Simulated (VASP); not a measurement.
## MnCrSb: single point with PBE

MnCrSb:

```xyz
6
Lattice="4.5451 0.0000 0.0000 -2.2725 3.9362 0.0000 0.0000 0.0000 5.5383" Properties=species:S:1:pos:R:3 pbc="T T T"
Sb    0.0000    2.6241    1.3846
Sb    2.2725    1.3121    4.1537
Mn    0.0000    0.0000    2.7691
Mn    0.0000    0.0000    0.0000
Cr    0.0000    2.6241    4.1537
Cr    2.2725    1.3121    1.3846
```

The cell comes from a database or a generator and needn't be the stable form of this composition.

| Quantity | Value |
| --- | --- |
| Program | VASP 6.6.1 |
| Task | single point |
| Functional | PBE |
| Potentials or basis | VASP PAW PBE potentials, release 64 (Sb, Mn_pv, Cr_pv) |
| Cutoff | 520 eV |
| k mesh | 7 × 7 × 5 |
| Occupations | fermi-dirac, width 0.05 eV |
| Spin | collinear spin, ferromagnetic start |
| Starting moments | [0.0, 0.0, 4.0, 4.0, 3.0, 3.0] μB |
| Further INCAR settings | ALGO = Normal; EDIFF = 1e-07; NBANDS = 43 |

```yaml
Pressure: -1.1 GPa
Band_gap_on_the_k_mesh: none (metal or under the smearing width)
Net_moment: 11.72 μB per cell
Site_moments: Sb -0.09; Mn +3.12; Cr +2.59 μB
Valence_electrons_inside_the_program's_atomic_spheres: Sb 2.51; Mn 11.54; Cr 10.79
```

Stress tensor (GPa, compression positive):
```
-0.96  0.00  0.00
 0.00 -0.96  0.00
 0.00  0.00 -1.25
```

Levels at points of the mesh, in eV from the Fermi level:
Spin up:
```
           k point  band 32  band 33  band 34  band 35  band 36  band 37  band 38  band 39  band 40  band 41
(0.00, 0.00, 0.00)    -0.53    -0.40    -0.40    -0.21     0.76     1.02     1.67     1.90     1.90     2.33
```
Spin down:
```
           k point  band 20  band 21  band 22  band 23  band 24  band 25  band 26  band 27  band 28  band 29
(0.00, 0.00, 0.00)    -1.43    -1.00    -1.00    -0.99    -0.99     0.66     0.77     1.15     1.15     1.17
```

Run time: 2.5 min on 1 thread of Intel(R) Xeon(R) 6975P-C (Granite Rapids) (shared host), peak memory 0.36 GiB.

Caveat: only a ferromagnetic start was run, and an antiferromagnetic order may lie lower in energy. The run has no spin-orbit coupling, so splittings on Sb are missing.
